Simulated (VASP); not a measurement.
All values below come from r2SCAN meta-GGA, VASP's PBE PAW potentials (set 64) (plane waves; VASP 6.6.1).

The input files of a VASP run:

INCAR:
```
ALGO  =  Normal
EDIFF  =  1E-7
ENCUT  =  480
ISIF  =  2
ISMEAR  =  1
LASPH  =  .True.
LCHARG  =  .False.
LMIXTAU  =  .True.
LREAL  =  .False.
LWAVE  =  .False.
METAGGA  =  R2SCAN
NELM  =  100
PREC  =  Accurate
SIGMA  =  0.1
SYSTEM  =  K
```

File POSCAR:
```
K
1
   -2.6699986282     2.7100486076     2.7100486076
    2.6699986282    -2.6299486488     2.6299486488
    2.6699986282     2.6299486488    -2.6299486488
K
1
Direct
  0.0000000000   0.0000000000   0.0000000000
```

### KPOINTS
```
kpoints
0
G
 10 10 10
0 0 0
```

POTCAR, in this order: K_sv (PBE.64 set). Program: vasp_std.

What VASP printed:

File OSZICAR:
```
       N       E                     dE             d eps       ncg     rms          rms(c)
DAV:   1     0.381250179794E+02    0.38125E+02   -0.35833E+03  2744   0.826E+02
DAV:   2    -0.675034862431E+01   -0.44875E+02   -0.44287E+02  2792   0.218E+02
DAV:   3    -0.832660423090E+01   -0.15763E+01   -0.15718E+01  4744   0.355E+01
DAV:   4    -0.835776977686E+01   -0.31166E-01   -0.30788E-01  3992   0.387E+00
DAV:   5    -0.835827788933E+01   -0.50811E-03   -0.50813E-03  5032   0.292E-01    0.204E+00
DAV:   6    -0.655279297168E+01    0.18055E+01   -0.15099E+00  2792   0.119E+01    0.987E-01
DAV:   7    -0.599415413505E+01    0.55864E+00   -0.27881E-01  3448   0.481E+00    0.623E-01
DAV:   8    -0.633928099646E+01   -0.34513E+00   -0.21629E-01  2864   0.394E+00    0.353E-01
DAV:   9    -0.588995978591E+01    0.44932E+00   -0.17879E-01  2752   0.366E+00    0.556E-02
DAV:  10    -0.601952115106E+01   -0.12956E+00   -0.58236E-02  3144   0.288E+00    0.731E-02
DAV:  11    -0.601974650781E+01   -0.22536E-03   -0.19409E-03  5128   0.265E-01    0.878E-02
DAV:  12    -0.601661836160E+01    0.31281E-02   -0.35280E-03  2872   0.959E-01    0.107E-01
DAV:  13    -0.601218112502E+01    0.44372E-02   -0.28444E-03  2888   0.810E-01    0.792E-02
DAV:  14    -0.600892983897E+01    0.32513E-02   -0.93759E-03  2960   0.118E+00    0.700E-01
DAV:  15    -0.601860844363E+01   -0.96786E-02   -0.69241E-03  2904   0.104E+00    0.104E-01
DAV:  16    -0.601802506862E+01    0.58338E-03   -0.33865E-03  3520   0.685E-01    0.327E-01
DAV:  17    -0.600808283247E+01    0.99422E-02   -0.20032E-02  2800   0.185E+00    0.506E-02
DAV:  18    -0.601590510780E+01   -0.78223E-02   -0.89652E-03  2816   0.140E+00    0.400E-01
DAV:  19    -0.600678487057E+01    0.91202E-02   -0.70928E-03  3448   0.102E+00    0.216E-01
DAV:  20    -0.600999759676E+01   -0.32127E-02   -0.14609E-03  2888   0.476E-01    0.865E-02
DAV:  21    -0.600790411417E+01    0.20935E-02   -0.16818E-03  3064   0.508E-01    0.433E-02
DAV:  22    -0.600820546177E+01   -0.30135E-03   -0.88828E-05  4808   0.150E-01    0.122E-02
DAV:  23    -0.600800845681E+01    0.19700E-03   -0.12515E-04  3104   0.143E-01    0.899E-03
DAV:  24    -0.600768550275E+01    0.32295E-03   -0.45458E-04  3008   0.222E-01    0.577E-03
DAV:  25    -0.600767814762E+01    0.73551E-05   -0.12662E-05  4648   0.387E-02    0.619E-03
DAV:  26    -0.600769204735E+01   -0.13900E-04   -0.46881E-05  3096   0.604E-02    0.383E-03
DAV:  27    -0.600769437429E+01   -0.23269E-05   -0.24067E-05  2912   0.699E-02    0.174E-03
DAV:  28    -0.600769954771E+01   -0.51734E-05   -0.23777E-06  4760   0.226E-02    0.140E-03
DAV:  29    -0.600769009870E+01    0.94490E-05   -0.18910E-06  2984   0.136E-02    0.103E-03
DAV:  30    -0.600768317198E+01    0.69267E-05   -0.27913E-06  2976   0.180E-02    0.124E-03
DAV:  31    -0.600768309908E+01    0.72905E-07   -0.34100E-07  4024   0.583E-03
   1 F= -.60076831E+01 E0= -.60074317E+01  d E =-.754266E-03
```

### OUTCAR
```
------------------------ aborting loop because EDIFF is reached ----------------------------------------
  FORCE on cell =-STRESS in cart. coord.  units (eV):
  Direction    XX          YY          ZZ          XY          YZ          ZX
  --------------------------------------------------------------------------------------
  Total        0.0029676     -0.0012977     -0.0012977      0.0000000     -0.0261794      0.0000000
  in kB        0.0624635     -0.0273134     -0.0273134      0.0000000     -0.5510292      0.0000000
  external PRESSURE =       0.0026122 kB  Pullay stress =       0.0000000 kB
  volume of cell :       76.12
      direct lattice vectors                 reciprocal lattice vectors
    -2.669998628  2.710048608  2.710048608     0.000000000  0.184498536  0.184498536
     2.669998628 -2.629948649  2.629948649     0.187266014 -0.002809622  0.187308158
     2.669998628  2.629948649 -2.629948649     0.187266014  0.187308158 -0.002809622
 POSITION                                       TOTAL-FORCE (eV/Angst)
 -----------------------------------------------------------------------------------
      0.00000      0.00000      0.00000         0.000000      0.000000      0.000000
 -----------------------------------------------------------------------------------
    total drift:                               -0.000000      0.000000      0.000000
  FREE ENERGIE OF THE ION-ELECTRON SYSTEM (eV)
  ---------------------------------------------------
  free  energy   TOTEN  =        -6.0076830991 eV

  energy  without entropy=       -6.0069288329  energy(sigma->0) =       -6.00743168
```
(Selected blocks of OUTCAR.)

### OUTCAR
```
 val. band max:       -0.1617332413   @ k =  -0.3000   0.4000   0.2000

 cond. band min:      -0.1445851125   @ k =   0.3000  -0.4000   0.3000


 Fermi energy:        -0.1489233729

 k-point     1 :       0.0000    0.0000    0.0000
  band No.  band energies     occupation
      1     -33.8176      2.00000
      2     -16.4909      2.00000
      3     -16.4903      2.00000
      4     -16.4897      2.00000
      5      -2.3959      2.00000
      6       4.5144      0.00000
      7       4.5616      0.00000
      8       4.6487      0.00000

 k-point     2 :       0.1000    0.0000    0.0000
  band No.  band energies     occupation
      1     -33.8173      2.00000
      2     -16.4953      2.00000
      3     -16.4921      2.00000
      4     -16.4910      2.00000
      5      -2.2709      2.00000
      6       4.2648      0.00000
      7       4.3504      0.00000
      8       4.7467      0.00000

 k-point     3 :       0.2000    0.0000    0.0000
  band No.  band energies     occupation
      1     -33.8165      2.00000
      2     -16.5098      2.00000
      3     -16.4965      2.00000
      4     -16.4911      2.00000
      5      -1.9029      2.00000
      6       3.4296      0.00000
      7       4.0000      0.00000
      8       5.0371      0.00000

 k-point     4 :       0.3000    0.0000    0.0000
  band No.  band energies     occupation
      1     -33.8155      2.00000
      2     -16.5275      2.00000
      3     -16.5021      2.00000
      4     -16.4913      2.00000
      5      -1.3129      2.00000
      6       2.4190      0.00000
      7       3.6602      0.00000
      8       5.4809      0.00000

 k-point     5 :       0.4000    0.0000    0.0000
  band No.  band energies     occupation
      1     -33.8147      2.00000
      2     -16.5418      2.00000
      3     -16.5065      2.00000
      4     -16.4914      2.00000
      5      -0.5352      2.00000
      6       1.3863     -0.00000
      7       3.4306      0.00000
...
```

The compound is K in the bcc structure. This cell was strained or had an atom moved on purpose.
